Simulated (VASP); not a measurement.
Energy against volume of Pd (fcc). All values below come from MS2 meta-GGA, VASP's PBE PAW potentials (set 64) (plane waves; VASP 6.6.1).

| V (Å³/atom) | E (eV/atom) |
|---|---|
| 13.731 | -3.01923 |
| 14.169 | -3.04835 |
| 14.608 | -3.05724 |
| 15.046 | -3.04947 |
| 15.484 | -3.02794 |

Question: Fit a third-order Birch-Murnaghan equation of state.

Answer: 
```
Quantity                                         Value
---------------------------------------  -------------
volume per atom                          14.61 Å³/atom
bulk modulus                                   203 GPa
pressure derivative of the bulk modulus           5.44
lattice constant a                          7.333 bohr
```

Measured: bulk modulus 195 GPa at 0 K (computed value off by +3.7 %), as given by Vázquez-Parga, Fernández-Martínez, Viñes, J. Chem. Theory Comput. (2023), doi:10.1021/acs.jctc.3c00612, Supporting … [zero-point energy and finite temperature contributions removed]; a 3.876 Å at 0 K (computed value off by +0.1 %), as given by Daniel Mejia-Rodriguez et al., Physical Review B (2018), arXiv:1807.09216 [static lattice: zero-point anharmonic expansion removed].

The compound is Pd in the fcc structure. It was relaxed first.
